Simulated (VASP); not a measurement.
Given:

```
Cd
1.0
    1.75860    -3.04599     0.00000
    1.75860     3.04599     0.00000
    0.00000     0.00000     5.82724
Cd
2
Direct
  0.33333   0.66667   0.25000
  0.66667   0.33333   0.75000
```

These are vdW-DF2, VASP's PBE PAW potentials (set 64) (plane waves; VASP) values and carry that method's errors. Run with 520 eV cut-off, Gaussian smearing of 0.050 eV, potentials Cd.

### Question
Give the energies of bands 11 to 15 at the high-symmetry points, in eV from the Fermi level.

### Answer

```csv
band,Γ,M,K,A,L,H
11,-6.32,-2.09,-0.82,-5.09,-1.00,-0.08
12,-1.79,-1.47,-0.82,-5.09,-1.00,-0.08
13,-0.78,2.17,0.75,4.82,-0.09,1.14
14,9.61,2.44,3.87,4.82,-0.09,1.14
15,9.61,3.07,3.87,10.47,7.18,2.01
```

It has no gap at this level: it comes out as a metal or semimetal.

The compound is Cd in the hcp structure. It was relaxed first, which changed the volume by +44 %.
